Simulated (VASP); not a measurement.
# Zone-centre spectra of GaN, part 4 of 6

Aim: the Raman spectrum of GaN from finite differences. The cell is of the zinc-blende type, one of the forms listed for this formula. The start is a computed cell from the Materials Project.

VASP 6.6.1, plane waves and PAW; the level of theory is named at each step.

So far. Step 3 (Relaxation): The forces stay under 1e-4 eV/Å, and the volume now lies -3.1 % from that of the session's start. Step 4 (Modes at the zone centre): The mean electronic (clamped-ion) dielectric constant is 5.75. The three acoustic modes come out within 0.13 cm⁻¹ of zero.

## Step 5: Dielectric tensor along a mode, amplitude 0.05

This step: LDA, displaced atoms; plane waves and PAW (Ga_d, N) (VASP 6.6.1).

The atoms are moved both ways along each mode that the steps below name, by 0.05 amu^½ Å of its normal coordinate; the derivative of the dielectric tensor, times V/4π, is the Raman tensor. Degenerate modes are each taken.

Contents of INCAR:

```
SYSTEM = GaN
PREC = Accurate
ENCUT = 520
EDIFF = 1E-08
NELM = 100
ISMEAR = 0
SIGMA = 0.01
LREAL = .FALSE.
ALGO = Normal
GGA = CA
NBANDS = 15
LWAVE = .FALSE.
LCHARG = .FALSE.
KPAR = 2
LEPSILON = .TRUE.
```

Contents of POSCAR:

```
GaN
1.0
    0.0000000000      2.2303295905      2.2303295905
    2.2303295905      0.0000000000      2.2303295905
    2.2303295905      2.2303295905      0.0000000000
Ga N
1 1
Direct
    0.0005492509     -0.0005492509      0.0005492509
    0.2472671574      0.2527328426      0.2472671574
```

Contents of KPOINTS:

```
Automatic mesh
0
Gamma
11 11 11
0 0 0
```

Potentials, in the order of the species: Ga_d and N (PBE family, release 64).

Run with:

```sh
$ mpirun -np 2 vasp_std
```

Output:

```text
[... set-up lines as in an earlier step ...]
 entering main loop
       N       E                     dE             d eps       ncg     rms          rms(c)
DAV:   1     0.802291949834E+02    0.80229E+02   -0.96058E+03  7228   0.218E+03
DAV:   2    -0.101609750195E+02   -0.90390E+02   -0.84899E+02  7565   0.335E+02
DAV:   3    -0.158632754236E+02   -0.57023E+01   -0.56788E+01  7299   0.743E+01
DAV:   4    -0.159329557473E+02   -0.69680E-01   -0.69668E-01  8133   0.880E+00
DAV:   5    -0.159339074751E+02   -0.95173E-03   -0.95172E-03  7666   0.925E-01    0.740E+00
DAV:   6    -0.140441627846E+02    0.18897E+01   -0.47507E+00  9755   0.450E+01    0.268E+00
DAV:   7    -0.140240608706E+02    0.20102E-01   -0.29120E-01  7229   0.631E+00    0.171E+00
DAV:   8    -0.140007247655E+02    0.23336E-01   -0.68453E-02  7951   0.282E+00    0.729E-01
DAV:   9    -0.139969511310E+02    0.37736E-02   -0.13425E-02  9216   0.244E+00    0.198E-01
DAV:  10    -0.139970348937E+02   -0.83763E-04   -0.13796E-03  7713   0.479E-01    0.114E-01
DAV:  11    -0.139970034804E+02    0.31413E-04   -0.10538E-04  9866   0.193E-01    0.174E-02
DAV:  12    -0.139970041607E+02   -0.68029E-06   -0.96536E-06  7843   0.386E-02    0.115E-02
DAV:  13    -0.139970040902E+02    0.70505E-07   -0.36916E-07  7924   0.711E-03    0.429E-03
DAV:  14    -0.139970040734E+02    0.16821E-07   -0.82326E-08  7630   0.216E-03    0.707E-04
DAV:  15    -0.139970040717E+02    0.16771E-08   -0.26912E-09  4640   0.673E-04
   1 F= -.13997004E+02 E0= -.13997004E+02  d E =-.128880E-19
 Linear response reoptimize wavefunctions to high precision
DAV:   1    -0.139970040719E+02   -0.21146E-09   -0.68038E-10  4724   0.272E-04
DAV:   2    -0.139970040719E+02    0.72760E-11   -0.76718E-11  4157   0.916E-05
 Linear response G [H, r] |phi>, progress :
  Direction:   1
       N       E                     dE             d eps       ncg     rms
 LRF_COMMUTATOR internal error: the vector H(1)-e(1) S(1) |phi(0)> is not orthog
 onal to |phi(0)> (-1.174001848840422E-004,1.547373340571312E-014)
 LRF_COMMUTATOR internal error: the vector H(1)-e(1) S(1) |phi(0)> is not orthog
 onal to |phi(0)> (-1.411097048722998E-004,-1.047772979489991E-014)
 LRF_COMMUTATOR internal error: the vector H(1)-e(1) S(1) |phi(0)> is not orthog
 onal to |phi(0)> (-1.396996026868935E-004,1.096345236817342E-014)
 LRF_COMMUTATOR internal error: the vector H(1)-e(1) S(1) |phi(0)> is not orthog
 onal to |phi(0)> (-1.092625609397935E-004,-7.438494264988549E-015)
 LRF_COMMUTATOR internal error: the vector H(1)-e(1) S(1) |phi(0)> is not orthog
 onal to |phi(0)> (-1.071966850433245E-004,-3.972516759986888E-015)
 LRF_COMMUTATOR internal error: the vector H(1)-e(1) S(1) |phi(0)> is not orthog
 onal to |phi(0)> (-1.126143012090547E-004,-7.552292125012627E-014)
 LRF_COMMUTATOR internal error: the vector H(1)-e(1) S(1) |phi(0)> is not orthog
 onal to |phi(0)> (1.060227625623023E-004,1.413279215878305E-014)
 LRF_COMMUTATOR internal error: the vector H(1)-e(1) S(1) |phi(0)> is not orthog
 onal to |phi(0)> (-1.358240951729872E-004,-2.127464870937956E-014)
 LRF_COMMUTATOR internal error: the vector H(1)-e(1) S(1) |phi(0)> is not orthog
 onal to |phi(0)> (-1.139936084839852E-004,1.279532035880493E-014)
 LRF_COMMUTATOR internal error: the vector H(1)-e(1) S(1) |phi(0)> is not orthog
 onal to |phi(0)> (-1.120617554425801E-004,-1.731600973720049E-014)
 LRF_COMMUTATOR internal error: the vector H(1)-e(1) S(1) |phi(0)> is not orthog
 onal to |phi(0)> (1.060670395416768E-004,3.939557013943329E-015)
 LRF_COMMUTATOR internal error: the vector H(1)-e(1) S(1) |phi(0)> is not orthog
 onal to |phi(0)> (-1.361370501012371E-004,2.074729277268261E-015)
 LRF_COMMUTATOR internal error: the vector H(1)-e(1) S(1) |phi(0)> is not orthog
 onal to |phi(0)> (1.056684927448169E-004,5.658667978636345E-015)
 LRF_COMMUTATOR internal error: the vector H(1)-e(1) S(1) |phi(0)> is not orthog
 onal to |phi(0)> (-1.428043298367515E-004,-8.666678485980128E-015)
 LRF_COMMUTATOR internal error: the vector H(1)-e(1) S(1) |phi(0)> is not orthog
 onal to |phi(0)> (-1.216743996201863E-004,9.214851104388799E-015)
 LRF_COMMUTATOR internal error: the vector H(1)-e(1) S(1) |phi(0)> is not orthog
 onal to |phi(0)> (1.210791822251270E-004,-9.166278847061449E-015)
 LRF_COMMUTATOR internal error: the vector H(1)-e(1) S(1) |phi(0)> is not orthog
 onal to |phi(0)> (-1.102035727023470E-004,5.800915303666443E-015)
 LRF_COMMUTATOR internal error: the vector H(1)-e(1) S(1) |phi(0)> is not orthog
 onal to |phi(0)> (1.022852345830549E-004,1.927971671200623E-014)
 LRF_COMMUTATOR internal error: the vector H(1)-e(1) S(1) |phi(0)> is not orthog
 onal to |phi(0)> (1.068384391044383E-004,-1.507821645319041E-014)
 LRF_COMMUTATOR internal error: the vector H(1)-e(1) S(1) |phi(0)> is not orthog
 onal to |phi(0)> (1.062034352182217E-004,-2.555247680113837E-014)
RMM:   1    -0.446399382279E+02   -0.44640E+02    0.12965E+01  7809   0.275E+02
 LRF_COMMUTATOR internal error: the vector H(1)-e(1) S(1) |phi(0)> is not orthog
 onal to |phi(0)> (-1.174001848840422E-004,1.547373340571312E-014)
 LRF_COMMUTATOR internal error: the vector H(1)-e(1) S(1) |phi(0)> is not orthog
 onal to |phi(0)> (-1.411097048722998E-004,-1.047772979489991E-014)
 LRF_COMMUTATOR internal error: the vector H(1)-e(1) S(1) |phi(0)> is not orthog
 onal to |phi(0)> (-1.396996026868935E-004,1.096345236817342E-014)
 LRF_COMMUTATOR internal error: the vector H(1)-e(1) S(1) |phi(0)> is not orthog
 onal to |phi(0)> (-1.092625609397935E-004,-7.438494264988549E-015)
 LRF_COMMUTATOR internal error: the vector H(1)-e(1) S(1) |phi(0)> is not orthog
 onal to |phi(0)> (-1.071966850433245E-004,-3.972516759986888E-015)
 LRF_COMMUTATOR internal error: the vector H(1)-e(1) S(1) |phi(0)> is not orthog
 onal to |phi(0)> (-1.126143012090547E-004,-7.552292125012627E-014)
 LRF_COMMUTATOR internal error: the vector H(1)-e(1) S(1) |phi(0)> is not orthog
 onal to |phi(0)> (1.060227625623023E-004,1.413279215878305E-014)
 LRF_COMMUTATOR internal error: the vector H(1)-e(1) S(1) |phi(0)> is not orthog
 onal to |phi(0)> (-1.358240951729872E-004,-2.127464870937956E-014)
 LRF_COMMUTATOR internal error: the vector H(1)-e(1) S(1) |phi(0)> is not orthog
 onal to |phi(0)> (-1.139936084839852E-004,1.279532035880493E-014)
 LRF_COMMUTATOR internal error: the vector H(1)-e(1) S(1) |phi(0)> is not orthog
 onal to |phi(0)> (-1.120617554425801E-004,-1.731600973720049E-014)
 LRF_COMMUTATOR internal error: the vector H(1)-e(1) S(1) |phi(0)> is not orthog
 onal to |phi(0)> (1.060670395416768E-004,3.939557013943329E-015)
 LRF_COMMUTATOR internal error: the vector H(1)-e(1) S(1) |phi(0)> is not orthog
 onal to |phi(0)> (-1.361370501012371E-004,2.074729277268261E-015)
[...]
RMM:   5    -0.465905299557E+02   -0.95686E-04   -0.12085E-02 14549   0.768E-01
RMM:   6    -0.465905207912E+02    0.91645E-05   -0.17123E-03 14502   0.220E-01
RMM:   7    -0.465904743124E+02    0.46479E-04   -0.35112E-04 14736   0.686E-02
RMM:   8    -0.465904742509E+02    0.61454E-07   -0.23372E-04 14714   0.220E-02
RMM:   9    -0.465904541339E+02    0.20117E-04   -0.16061E-05 14656   0.778E-03
RMM:  10    -0.465904575020E+02   -0.33681E-05   -0.48098E-05 14145   0.331E-03
RMM:  11    -0.465904547068E+02    0.27952E-05   -0.20444E-05 12964   0.191E-03
RMM:  12    -0.465904548735E+02   -0.16666E-06   -0.21545E-05 11456   0.140E-03
RMM:  13    -0.465904539140E+02    0.95951E-06   -0.12527E-05  9958   0.127E-03
RMM:  14    -0.465904544225E+02   -0.50856E-06   -0.14725E-05  8637   0.122E-03
RMM:  15    -0.465904548634E+02   -0.44086E-06   -0.21044E-05  7792   0.125E-03
RMM:  16    -0.465904547711E+02    0.92323E-07   -0.22841E-05  7346   0.123E-03
 Linear response to external field (no local field effect), progress :
  Direction:   1
       N       E                     dE             d eps       ncg     rms          rms(c)
RMM:   1    -0.474274194947E-01   -0.47427E-01    0.18010E+00  7012   0.762E+00
RMM:   2    -0.315338766092E+00   -0.26791E+00   -0.30442E-02 13388   0.155E+00
RMM:   3    -0.317240236614E+00   -0.19015E-02   -0.45122E-03 13564   0.391E-01
RMM:   4    -0.317301480886E+00   -0.61244E-04   -0.15672E-04 13991   0.984E-02
RMM:   5    -0.317306315123E+00   -0.48342E-05   -0.12096E-05 13882   0.247E-02
RMM:   6    -0.317306470821E+00   -0.15570E-06   -0.10947E-06 14021   0.756E-03
RMM:   7    -0.317306488684E+00   -0.17863E-07   -0.99797E-08 13818   0.245E-03
RMM:   8    -0.317306492502E+00   -0.38180E-08   -0.33567E-09 12250   0.832E-04
 change of polarisation eV/A/(eV/A) component  1 :     0.635     0.104    -0.003
 dielectric tensor                  component  1 :     6.175     0.850    -0.022
 Linear response to external field (no local field effect), progress :
  Direction:   2
       N       E                     dE             d eps       ncg     rms          rms(c)
RMM:   1    -0.493703194716E-01   -0.49370E-01    0.17011E+00  7014   0.746E+00
RMM:   2    -0.303156126725E+00   -0.25379E+00   -0.29399E-02 13300   0.152E+00
RMM:   3    -0.305023275636E+00   -0.18671E-02   -0.43063E-03 13480   0.384E-01
RMM:   4    -0.305090678567E+00   -0.67403E-04   -0.15840E-04 13923   0.969E-02
RMM:   5    -0.305096512542E+00   -0.58340E-05   -0.13132E-05 13891   0.243E-02
RMM:   6    -0.305096628759E+00   -0.11622E-06   -0.11560E-06 13952   0.740E-03
RMM:   7    -0.305096649542E+00   -0.20784E-07   -0.16206E-07 13597   0.241E-03
RMM:   8    -0.305096650357E+00   -0.81502E-09   -0.19815E-08 11753   0.811E-04
 change of polarisation eV/A/(eV/A) component  2 :     0.104     0.610     0.061
 dielectric tensor                  component  2 :     0.850     5.976     0.499
 Linear response to external field (no local field effect), progress :
  Direction:   3
       N       E                     dE             d eps       ncg     rms          rms(c)
RMM:   1    -0.492783799693E-01   -0.49278E-01    0.16212E+00  7025   0.735E+00
RMM:   2    -0.290796169390E+00   -0.24152E+00   -0.28697E-02 13432   0.152E+00
RMM:   3    -0.292681256469E+00   -0.18851E-02   -0.41896E-03 13538   0.387E-01
RMM:   4    -0.292755560001E+00   -0.74304E-04   -0.16316E-04 13970   0.992E-02
RMM:   5    -0.292762216002E+00   -0.66560E-05   -0.13530E-05 13898   0.249E-02
RMM:   6    -0.292762352449E+00   -0.13645E-06   -0.11856E-06 14020   0.757E-03
RMM:   7    -0.292762372837E+00   -0.20387E-07   -0.11134E-07 13768   0.246E-03
RMM:   8    -0.292762376084E+00   -0.32472E-08    0.46952E-09 12223   0.829E-04
 change of polarisation eV/A/(eV/A) component  3 :    -0.003     0.061     0.586
 dielectric tensor                  component  3 :    -0.023     0.500     5.775
 Linear response to external field, progress :
  Direction:   1
       N       E                     dE             d eps       ncg     rms          rms(c)
RMM:   1    -0.483530515831E-01   -0.48353E-01    0.17111E+00 21599   0.748E+00
RMM:   2    -0.303024255690E+00   -0.25467E+00   -0.29151E-02 41334   0.153E+00    0.844E-01
RMM:   3    -0.298330839394E+00    0.46934E-02   -0.45927E-03 40582   0.585E-01    0.482E-01
RMM:   4    -0.306560765374E+00   -0.82299E-02   -0.44256E-03 40827   0.581E-01    0.342E-02
RMM:   5    -0.306657919129E+00   -0.97154E-04   -0.30965E-04 42179   0.144E-01    0.284E-02
RMM:   6    -0.306679389571E+00   -0.21470E-04   -0.28409E-05 41297   0.370E-02    0.124E-02
RMM:   7    -0.306917456132E+00   -0.23807E-03   -0.54789E-06 40985   0.161E-02    0.152E-03
RMM:   8    -0.306912709680E+00    0.47465E-05   -0.69286E-07 42711   0.448E-03    0.316E-04
RMM:   9    -0.306916052153E+00   -0.33425E-05   -0.85005E-08 41911   0.108E-03    0.899E-05
RMM:  10    -0.306911952344E+00    0.40998E-05    0.52475E-08 42148   0.326E-04    0.345E-05
RMM:  11    -0.306911154797E+00    0.79755E-06    0.93934E-08 31763   0.119E-04    0.105E-05
RMM:  12    -0.306913040722E+00   -0.18859E-05    0.11117E-07 15436   0.653E-05    0.138E-06
 change of polarisation eV/A/(eV/A) component  1 :     0.583    -0.000    -0.003
 dielectric tensor                  component  1 :     5.754    -0.000    -0.022
 Linear response to external field, progress :
  Direction:   2
       N       E                     dE             d eps       ncg     rms          rms(c)
RMM:   1    -0.493703194716E-01   -0.49370E-01    0.17011E+00  7014   0.746E+00
RMM:   2    -0.303075372104E+00   -0.25371E+00   -0.28593E-02 13295   0.152E+00    0.844E-01
RMM:   3    -0.298378794002E+00    0.46966E-02   -0.45018E-03 13081   0.583E-01    0.482E-01
RMM:   4    -0.306601123099E+00   -0.82223E-02   -0.44308E-03 13178   0.581E-01    0.341E-02
RMM:   5    -0.306722300774E+00   -0.12118E-03   -0.33602E-04 13659   0.144E-01    0.278E-02
RMM:   6    -0.306758481240E+00   -0.36180E-04   -0.35574E-05 13338   0.366E-02    0.119E-02
RMM:   7    -0.306963956679E+00   -0.20548E-03   -0.48722E-06 13187   0.153E-02    0.149E-03
RMM:   8    -0.306975851671E+00   -0.11895E-04   -0.10529E-06 13721   0.451E-03    0.224E-04
RMM:   9    -0.306975165162E+00    0.68651E-06   -0.13543E-07 13750   0.111E-03    0.770E-05
RMM:  10    -0.306977946475E+00   -0.27813E-05   -0.80406E-08 13246   0.344E-04    0.140E-05
RMM:  11    -0.306975392190E+00    0.25543E-05   -0.11650E-08  9351   0.124E-04    0.128E-05
RMM:  12    -0.306975808182E+00   -0.41599E-06    0.32215E-08  5468   0.703E-05    0.379E-06
 change of polarisation eV/A/(eV/A) component  2 :     0.102     0.583     0.060
 dielectric tensor                  component  2 :     0.832     5.754     0.486
 Linear response to external field, progress :
  Direction:   3
       N       E                     dE             d eps       ncg     rms          rms(c)
RMM:   1    -0.483533372956E-01   -0.48353E-01    0.17111E+00 21599   0.748E+00
RMM:   2    -0.303025724434E+00   -0.25467E+00   -0.29141E-02 41332   0.153E+00    0.844E-01
RMM:   3    -0.298330014935E+00    0.46957E-02   -0.45948E-03 40576   0.585E-01    0.482E-01
RMM:   4    -0.306560091763E+00   -0.82301E-02   -0.44176E-03 40834   0.581E-01    0.342E-02
RMM:   5    -0.306659314109E+00   -0.99222E-04   -0.31846E-04 42194   0.144E-01    0.284E-02
RMM:   6    -0.306682195905E+00   -0.22882E-04   -0.33232E-05 41307   0.370E-02    0.124E-02
RMM:   7    -0.306918371654E+00   -0.23618E-03   -0.58285E-06 40989   0.161E-02    0.152E-03
RMM:   8    -0.306910384607E+00    0.79870E-05   -0.75145E-07 42715   0.448E-03    0.316E-04
RMM:   9    -0.306917245197E+00   -0.68606E-05   -0.19185E-07 41924   0.108E-03    0.896E-05
RMM:  10    -0.306911606631E+00    0.56386E-05   -0.50633E-08 42122   0.327E-04    0.347E-05
RMM:  11    -0.306911596260E+00    0.10370E-07   -0.46334E-08 31739   0.118E-04    0.109E-05
RMM:  12    -0.306916084374E+00   -0.44881E-05   -0.86930E-09 15481   0.650E-05    0.167E-06
 change of polarisation eV/A/(eV/A) component  3 :    -0.003     0.000     0.583
 dielectric tensor                  component  3 :    -0.022     0.000     5.754
 Born effective charges drift removed
```

It took 11 min on 2 MPI ranks of AMD EPYC 7R43, shared host; peak memory 1.2 GiB; 21 min of CPU time.

Parts of OUTCAR (step 5):

```text
   k-points           NKPTS =    216   k-points in BZ     NKDIM =    216   number of bands    NBANDS=     15

   NELECT =      18.0000    total number of electrons

  Total        0.0039799     -0.0005258      0.0039799      0.0000000      0.0000000      0.1338219
  in kB        0.2873706     -0.0379648      0.2873706      0.0000000      0.0000000      9.6627468
  external PRESSURE =       0.1789255 kB  Pullay stress =       0.0000000 kB

 POSITION                                       TOTAL-FORCE (eV/Angst)
 -----------------------------------------------------------------------------------
      2.23033      0.00245      2.23033         0.000000     -0.192236      0.000000
      1.11516      1.10297      1.11516        -0.000000      0.192236     -0.000000
 -----------------------------------------------------------------------------------
    total drift:                                0.000001      0.000053      0.000001

 MACROSCOPIC STATIC DIELECTRIC TENSOR (including local field effects in DFT)
 ------------------------------------------------------
           5.753560     0.000000    -0.021711
          -0.000000     5.754491     0.000000
          -0.021711     0.000000     5.753560
 ------------------------------------------------------

 PIEZOELECTRIC TENSOR (including local field effects)  for field in x, y, z        (C/m^2)
          XX          YY          ZZ          XY          YZ          ZX
  --------------------------------------------------------------------------------
  x     0.00000     0.00000     0.00000     0.01062    -1.00232     0.00000
  y    -0.00351     0.02276    -0.00351     0.00000     0.00000    -1.00521
  z     0.00000     0.00000    -0.00000    -1.00232     0.01062     0.00000

 BORN EFFECTIVE CHARGES (including local field effects) (in |e|, cummulative output)
 ---------------------------------------------------------------------------------
 ion    1
    1     2.62579     0.00000    -0.00358
    2     0.00000     2.62619     0.00000
    3    -0.00358     0.00000     2.62579
 ion    2
    1    -2.62579     0.00000     0.00358
    2     0.00000    -2.62619     0.00000
    3     0.00358     0.00000    -2.62579

[... 4 parts as in an earlier step ...]

[... 6 further parts left out ...]
```

Numbers from this step:

```yaml
fermi_energy: 5.372 eV
pressure: 0.01789 GPa
gap_on_the_k_mesh: 1.912 eV
least_direct_gap_on_the_k_mesh: 1.912 eV
```

Electronic dielectric tensor with local fields:

```
 5.75  0.00 -0.02
 0.00  5.75  0.00
-0.02  0.00  5.75
```

Born effective charge (e), principal values of the symmetric part by kind of site:

```
atom  atoms with these values    low  middle   high   mean
 Ga1                        1   2.62    2.63   2.63   2.63
  N2                        1  -2.63   -2.63  -2.62  -2.63
```

In full for N2:

```
-2.63  0.00  0.00
 0.00 -2.63  0.00
 0.00  0.00 -2.63
```

Piezoelectric tensor with clamped ions (C/m²), by row:

```
field        xx       yy        zz       xy       yz      zx
    x         0        0         0  0.01062   -1.002       0
    y  -0.00351  0.02276  -0.00351        0        0  -1.005
    z         0        0         0   -1.002  0.01062       0
```

The principal values of the electronic dielectric tensor with local fields are 5.73, 5.75 and 5.78. Mean Born effective charge: Ga1 2.63, N2 -2.63 e.

(Continued in part 5 of 6.)

[Lines on the potential files, build, host, timing and source positions are cut from VASP's logs without a mark.]

[Logs are printed without paths, hosts, clocks, repeated set-up lines and the standing remarks that a program may print on its own settings, such as how far it seeks lower states.]

[Hosts, paths, dates, database ids (printed as entryN), source tags and the programs' standing remarks are cut or masked in the printed files.]
